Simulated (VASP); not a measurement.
Given:

```xyz
2
Lattice="0.0000 2.7164 2.7164 2.7164 0.0000 2.7164 2.7164 2.7164 0.0000" Properties=species:S:1:pos:R:3 pbc="T T T"
Ga     0.0000     0.0000     0.0000
P      1.3582     1.3582     1.3582
```

Method: PBEsol GGA, VASP's PBE PAW potentials (set 64) (plane waves; VASP). Run with 400 eV cut-off, Gaussian smearing of 0.050 eV, potentials Ga_d P.

Q: What does the run give for the band gap (along the path) with the smallest direct gap where there is one?

A: 
```yaml
band gap (along the path): 1.45 eV
smallest direct gap (along the path): 1.83 eV
```

Total energies compare only between runs with the same potentials, cut-off and functional.

The structure comes from a measured GaP entry (F-43m) of the Crystallography Open Database, whose conditions weren't checked. It was relaxed first.
